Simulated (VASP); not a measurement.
OSZICAR of a VASP run on PbS (rock salt):

### OSZICAR
```
       N       E                     dE             d eps       ncg     rms          rms(c)
DAV:   1     0.156448975973E+03    0.15645E+03   -0.98170E+03   560   0.150E+03
DAV:   2     0.484024499731E+01   -0.15161E+03   -0.14818E+03   578   0.356E+02
DAV:   3    -0.888314224606E+01   -0.13723E+02   -0.13384E+02   752   0.109E+02
DAV:   4    -0.923190906852E+01   -0.34877E+00   -0.34854E+00   596   0.203E+01
DAV:   5    -0.924603563192E+01   -0.14127E-01   -0.14126E-01   830   0.409E+00    0.463E+00
DAV:   6    -0.875630328524E+01    0.48973E+00   -0.15033E+00   828   0.967E+00    0.327E+00
DAV:   7    -0.875726887827E+01   -0.96559E-03   -0.15188E-01   596   0.226E+00    0.187E+00
DAV:   8    -0.876088740309E+01   -0.36185E-02   -0.16207E-02   596   0.161E+00    0.260E-01
DAV:   9    -0.876048826266E+01    0.39914E-03   -0.33728E-03   854   0.597E-01    0.833E-02
DAV:  10    -0.876066584356E+01   -0.17758E-03   -0.35620E-04   596   0.126E-01    0.461E-02
DAV:  11    -0.876067461273E+01   -0.87692E-05   -0.63897E-05   708   0.969E-02    0.132E-02
DAV:  12    -0.876067557079E+01   -0.95806E-06   -0.42251E-06   704   0.238E-02
   1 F= -.95146731E+01 E0= -.95146731E+01  d E =-.951467E+01
       N       E                     dE             d eps       ncg     rms          rms(c)
DAV:   1    -0.876282370227E+01   -0.21491E-02   -0.18583E-01   692   0.797E+00    0.448E-01
DAV:   2    -0.875774426947E+01    0.50794E-02   -0.10651E-02   698   0.192E+00    0.156E-01
DAV:   3    -0.875693429160E+01    0.80998E-03   -0.35038E-03   692   0.107E+00    0.408E-02
DAV:   4    -0.875694848360E+01   -0.14192E-04   -0.83265E-05   618   0.868E-02    0.201E-02
DAV:   5    -0.875695465366E+01   -0.61701E-05   -0.10663E-05   748   0.414E-02    0.793E-03
DAV:   6    -0.875695597365E+01   -0.13200E-05   -0.12048E-06   376   0.156E-02    0.134E-03
DAV:   7    -0.875695537166E+01    0.60199E-06   -0.20123E-07   316   0.610E-03
   2 F= -.95147958E+01 E0= -.95147958E+01  d E =-.122731E-03
       N       E                     dE             d eps       ncg     rms          rms(c)
DAV:   1    -0.875870819825E+01   -0.17522E-02   -0.17464E-02   692   0.246E+00    0.137E-01
DAV:   2    -0.875823955122E+01    0.46865E-03   -0.99201E-04   698   0.582E-01    0.480E-02
DAV:   3    -0.875816248893E+01    0.77062E-04   -0.32930E-04   692   0.329E-01    0.121E-02
DAV:   4    -0.875816084265E+01    0.16463E-05   -0.77377E-06   592   0.267E-02    0.612E-03
DAV:   5    -0.875815955415E+01    0.12885E-05   -0.79033E-07   322   0.124E-02    0.182E-03
DAV:   6    -0.875815924311E+01    0.31104E-06   -0.26935E-07   304   0.815E-03
   3 F= -.95148205E+01 E0= -.95148205E+01  d E =-.147348E-03
```

**Question.** Which electronic solver shows in the log?

**Answer.** It is blocked Davidson (ALGO = Normal, or the opening steps of other solvers). The INCAR had ALGO = Normal.

**Question.** Can the final energy be trusted as converged?

**Answer.** The calculation finished and met its thresholds. It stopped with EDIFF = 1E-6, NELM = 100, NSW = 60 and EDIFFG = -0.01 after 3 ionic steps (PBE GGA with D4 dispersion, plane waves, VASP's PBE PAW potentials (set 64)).

The compound is PbS in the rock salt structure. This run relaxes it. Symmetry was kept, so distortions that lower it aren't found.
